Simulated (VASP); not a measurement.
Consider the following.

```yaml
crystal:
  lattice:
    - [2.80925, 0.00000, 0.00000]
    - [0.00000, 2.80925, 0.00000]
    - [0.00000, 0.00000, 2.80925]
  atoms:
    - { symbol: Zr, position: [0.00000, 0.00000, 0.00000] }
    - { symbol: N, position: [0.50000, 0.50000, 0.50000] }
```

These are PBEsol GGA, VASP's PBE PAW potentials (set 64) (plane waves; VASP) values and carry that method's errors. Run with 520 eV cut-off, Gaussian smearing of 0.050 eV, potentials Zr_sv N.

Problem. Give the energies of bands 6 to 11 at the high-symmetry points, in eV from the Fermi level.

Solution. 
```tsv
band	Γ	X	M	R
6	-2.51	-6.69	-3.44	-6.70
7	-2.51	-2.50	-3.44	-6.70
8	-0.73	-2.50	-0.81	-6.70
9	-0.73	-1.34	-0.32	7.59
10	-0.73	5.58	2.49	7.59
11	5.73	6.26	2.73	7.59
```

It has no gap at this level: it comes out as a metal or semimetal.

The structure was generated: ZrN was put into the CsCl type (Pm-3m), which need not be its known phase. It was relaxed first, which changed the volume by -25 %. The electron count is odd and the run is not spin-polarised, which forces a metal.
